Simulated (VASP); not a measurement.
Set up this calculation in VASP 6.6.1, as the native input.

* Task: single point
* Functional: PBE
* Potentials or basis: VASP PAW PBE potentials, release 64 (Fe, B)
* Cutoff: 520 eV
* k mesh: 16 × 16 × 16
* Occupations: gaussian, width 0.1 eV
* Spin: no spin polarisation
* Dipole correction: no
* Further INCAR settings: ALGO = Fast; EDIFF = 1e-06; NBANDS = 16

The structure of FeB3 lies in POSCAR:

```
FeB3
1.0
    0.0000000000      2.3910598622      2.3910598622
    2.3910598622      0.0000000000      2.3910598622
    2.3910598622      2.3910598622      0.0000000000
Fe B
1 3
Direct
    0.0000000000      0.0000000000      0.0000000000
    0.2500000000      0.2500000000      0.2500000000
    0.7500000000      0.7500000000      0.7500000000
    0.5000000000      0.5000000000      0.5000000000
```

The cell was built by a generator and needn't be a form met in nature.

These files were run (other wordings do the same):

INCAR

```
ALGO = Fast
EDIFF = 1E-6
ENCUT = 520
GGA = PE
ISIF = 2
ISMEAR = 0
LASPH = T
LCHARG = T
LELF = T
LREAL = F
LVHAR = T
LWAVE = F
NBANDS = 16
NELM = 100
PREC = Accurate
SIGMA = 0.1
```

KPOINTS

```
k-points
0
Gamma
  16 16 16
```

Potentials or basis: VASP PAW PBE potentials, release 64 (Fe, B).

The run is started by

```bash
$ cat potpaw_PBE.64/Fe/POTCAR potpaw_PBE.64/B/POTCAR > POTCAR
$ mpirun -np 1 vasp_std > vasp.out
```

It gave:

```
Pressure               : 0.7 GPa
Band gap on the k mesh : none (metal or under the smearing width)
```

Wall time 91 s on 1 thread of AMD EPYC 7R13 Processor (Zen 3), on a shared host, peak memory 0.17 GiB.
